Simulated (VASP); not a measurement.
Here is the system:

```
RuS
1.0
    3.48950     0.00000     0.00000
   -1.74475     3.02199     0.00000
    0.00000     0.00000     6.40361
Ru S
2 2
Cartesian
  0.00000   2.01466   0.05469
  1.74475   1.00733   3.25650
  0.00000   2.01466   2.34666
  1.74475   1.00733   5.54846
```

Level of theory: PBEsol GGA, VASP's PBE PAW potentials (set 64) (plane waves; VASP). Numerical set-up: 400 eV cut-off, 11×11×6 Γ-centred mesh, tetrahedra with Blöchl corrections, potentials Ru_pv S.

The cores are frozen, which limits the accuracy of field gradients.

Problem. Give the principal components of the electric field gradient (V/Å²) and the asymmetry η at each nucleus.

Solution. 
```json
[
 {"atom": "Ru1", "Vxx": "18.6", "Vyy": "18.6", "Vzz": "-37.2", "η": "0.00"},
 {"atom": "Ru2", "Vxx": "18.6", "Vyy": "18.6", "Vzz": "-37.2", "η": "0.00"},
 {"atom": "S3", "Vxx": "-0.4", "Vyy": "-0.4", "Vzz": "0.8", "η": "0.00"},
 {"atom": "S4", "Vxx": "-0.4", "Vyy": "-0.4", "Vzz": "0.8", "η": "0.00"}
]
```

The structure was generated: RuS was put into the wurtzite type (P6_3mc), which need not be its known phase. It was relaxed first, which changed the volume by -31 %.
